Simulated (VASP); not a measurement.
Method: MS2 meta-GGA, VASP's PBE PAW potentials (set 64) (plane waves; VASP).

Input for VASP

**INCAR**
```
ALGO  =  Normal
EDIFF  =  1E-7
ENCUT  =  520
ISIF  =  2
ISMEAR  =  -5
LASPH  =  .TRUE.
LCHARG  =  .FALSE.
LEFG  =  .TRUE.
LMAXMIX  =  4
LMIXTAU  =  .TRUE.
LORBIT  =  11
LREAL  =  .FALSE.
LWAVE  =  .FALSE.
METAGGA  =  MS2
NEDOS  =  601
NELM  =  100
PREC  =  Accurate
SYSTEM  =  NiSi2
```

**POSCAR**
```
NiSi2
1
   -0.0000000000     2.6961349335     2.6961349335
    2.6961349335    -0.0000000000     2.6961349335
    2.6961349335     2.6961349335    -0.0000000000
Si Ni
2 1
Direct
  0.2500000000   0.2500000000   0.2500000000
  0.7500000000   0.7500000000   0.7500000000
  0.0000000000   0.0000000000   0.0000000000
```

KPOINTS_OPT:
```
k-points along high-symmetry lines
10
Line-mode
Reciprocal
  0.000000   0.000000   0.000000 ! GAMMA
  0.500000   0.000000   0.500000 ! X

  0.500000   0.000000   0.500000 ! X
  0.625000   0.250000   0.625000 ! U

  0.375000   0.375000   0.750000 ! K
  0.000000   0.000000   0.000000 ! GAMMA

  0.000000   0.000000   0.000000 ! GAMMA
  0.500000   0.500000   0.500000 ! L

  0.500000   0.500000   0.500000 ! L
  0.500000   0.250000   0.750000 ! W

  0.500000   0.250000   0.750000 ! W
  0.500000   0.000000   0.500000 ! X
```

File KPOINTS:
```
Automatic mesh
0
Gamma
11 11 11
0 0 0
```

POTCAR, in this order: Si Ni (PBE.64 set). Program: vasp_std.

The run wrote:

File OSZICAR:
```
       N       E                     dE             d eps       ncg     rms          rms(c)
DAV:   1     0.487984264042E+02    0.48798E+02   -0.76170E+03  1472   0.135E+03
DAV:   2    -0.367110225235E+02   -0.85509E+02   -0.80476E+02  1471   0.246E+02
DAV:   3    -0.410993780171E+02   -0.43884E+01   -0.42924E+01  1931   0.617E+01
DAV:   4    -0.411777401286E+02   -0.78362E-01   -0.78133E-01  1687   0.769E+00
DAV:   5    -0.411794205988E+02   -0.16805E-02   -0.16790E-02  1928   0.121E+00    0.252E+01
DAV:   6    -0.464101341706E+02   -0.52307E+01   -0.17092E+02  1516   0.315E+02    0.504E+01
DAV:   7    -0.299099209027E+02    0.16500E+02   -0.37925E+01  1756   0.132E+02    0.114E+01
DAV:   8    -0.278161261838E+02    0.20938E+01   -0.56531E+00  1937   0.611E+01    0.412E+00
DAV:   9    -0.279531672225E+02   -0.13704E+00   -0.19662E+00  1954   0.312E+01    0.335E+00
DAV:  10    -0.278562783911E+02    0.96889E-01   -0.12291E+00  1694   0.263E+01    0.163E+00
DAV:  11    -0.278337363639E+02    0.22542E-01   -0.18000E-01  1711   0.881E+00    0.663E-01
DAV:  12    -0.278359199624E+02   -0.21836E-02   -0.12188E-02  1986   0.161E+00    0.224E-01
DAV:  13    -0.278361048991E+02   -0.18494E-03   -0.13680E-03  1761   0.582E-01    0.847E-02
DAV:  14    -0.278361519540E+02   -0.47055E-04   -0.12545E-03  1651   0.757E-01    0.314E-02
DAV:  15    -0.278360430045E+02    0.10895E-03   -0.11123E-03  1516   0.612E-01    0.290E-02
DAV:  16    -0.278361735354E+02   -0.13053E-03   -0.21492E-04  1531   0.276E-01    0.952E-03
DAV:  17    -0.278361714334E+02    0.21020E-05   -0.40754E-06  1836   0.245E-02    0.749E-03
DAV:  18    -0.278361707526E+02    0.68076E-06   -0.88441E-08  1211   0.466E-03    0.643E-03
DAV:  19    -0.278361553075E+02    0.15445E-04   -0.19386E-06  1892   0.347E-02    0.315E-04
DAV:  20    -0.278361545905E+02    0.71693E-06   -0.14389E-07   888   0.416E-03    0.166E-04
DAV:  21    -0.278361547227E+02   -0.13219E-06   -0.82517E-09   843   0.114E-03    0.175E-04
DAV:  22    -0.278361548306E+02   -0.10789E-06   -0.39260E-09   813   0.807E-04    0.224E-04
DAV:  23    -0.278361550166E+02   -0.18603E-06   -0.12252E-09   803   0.568E-04    0.663E-05
DAV:  24    -0.278361549765E+02    0.40121E-07   -0.30252E-10   803   0.284E-04
   1 F= -.27836155E+02 E0= -.27836155E+02  d E =0.000000E+00
       N       E                     dE             ncg
       N       E                     dE             ncg
```

File OUTCAR:
```
------------------------ aborting loop because EDIFF is reached ----------------------------------------
  FORCE on cell =-STRESS in cart. coord.  units (eV):
  Direction    XX          YY          ZZ          XY          YZ          ZX
  --------------------------------------------------------------------------------------
  Total       -0.1791912     -0.1791912     -0.1791912      0.0000000      0.0000000     -0.0000000
  in kB       -7.3244043     -7.3244043     -7.3244043      0.0000000      0.0000000     -0.0000000
  external PRESSURE =      -7.3244043 kB  Pullay stress =       0.0000000 kB
  volume of cell :       39.20
      direct lattice vectors                 reciprocal lattice vectors
     0.000000000  2.696134934  2.696134934    -0.185450659  0.185450659  0.185450659
     2.696134934  0.000000000  2.696134934     0.185450659 -0.185450659  0.185450659
     2.696134934  2.696134934  0.000000000     0.185450659  0.185450659 -0.185450659
 POSITION                                       TOTAL-FORCE (eV/Angst)
 -----------------------------------------------------------------------------------
      1.34807      1.34807      1.34807        -0.000000     -0.000000     -0.000000
      4.04420      4.04420      4.04420         0.000000      0.000000      0.000000
      0.00000      0.00000      0.00000        -0.000000     -0.000000     -0.000000
 -----------------------------------------------------------------------------------
    total drift:                               -0.000000     -0.000000      0.000000
  FREE ENERGIE OF THE ION-ELECTRON SYSTEM (eV)
  ---------------------------------------------------
  free  energy   TOTEN  =       -27.8361549765 eV

  energy  without entropy=      -27.8361549765  energy(sigma->0) =      -27.83615498

 total charge

# of ion       s       p       d       tot
------------------------------------------
    1        0.747   0.859   0.000   1.606
    2        0.747   0.859   0.000   1.606
    3        0.597   0.860   8.470   9.928
--------------------------------------------------
tot          2.091   2.579   8.470  13.140

 Electric field gradients after diagonalization (V/A^2)
 (convention: |V_zz| > |V_xx| > |V_yy|)
----------------------------------------------------------------------
 ion       V_xx      V_yy      V_zz     asymmetry (V_yy - V_xx)/ V_zz
----------------------------------------------------------------------
   1       0.000     0.000    -0.000       0.000
   2       0.000     0.000    -0.000       0.000
   3      -0.002    -0.002     0.004       0.000
```
(Selected blocks of OUTCAR.)

OUTCAR:
```
 val. band max:       10.9203285379   @ k =   0.1818   0.0000   0.0000

 cond. band min:      10.5669082260   @ k =   0.2727   0.1818   0.0000


 Fermi energy:        10.5689456238

 k-point     1 :       0.0000    0.0000    0.0000
  band No.  band energies     occupation
      1      -3.6393      2.00000
      2       5.2314      2.00000
      3       5.2314      2.00000
      4       5.2316      2.00000
      5       6.7324      2.00000
      6       6.7324      2.00000
      7      10.3419      2.00000
      8      12.3071      0.00000
      9      12.3071      0.00000
     10      12.3071      0.00000
     11      12.7289      0.00000
     12      12.7289      0.00000
     13      12.7291      0.00000

 k-point     2 :       0.0909    0.0000    0.0000
  band No.  band energies     occupation
      1      -3.5140      2.00000
      2       4.9753      2.00000
      3       5.2710      2.00000
      4       5.2711      2.00000
      5       6.7114      2.00000
      6       6.7114      2.00000
      7      10.0828      2.00000
      8      11.2390     -0.16292
      9      11.6731      0.00000
     10      11.6731      0.00000
     11      13.3694      0.00000
     12      13.3695      0.00000
     13      14.1868      0.00000

 k-point     3 :       0.1818    0.0000    0.0000
  band No.  band energies     occupation
      1      -3.1408      2.00000
      2       4.2610      2.00000
      3       5.3755      2.00000
      4       5.3757      2.00000
      5       6.6734      2.00000
      6       6.6735      2.00000
      7       8.8685      2.00000
      8      10.9203      1.26573
      9      10.9204      0.02421
     10      11.3733      0.00000
     11      13.4153      0.00000
     12      13.4154      0.00000
     13      14.5034      0.00000

 k-point     4 :       0.2727    0.0000    0.0000
  band No.  band energies     occupation
      1      -2.5278      2.00000
      2       3.1948      2.00000
      3       5.4991      2.00000
...
```

For a metal the tetrahedron method with Blöchl corrections gives inexact stress and forces.

The compound is NiSi2 in the fluorite structure. It was relaxed first. The run is not spin-polarised, so no magnetic state was tried.
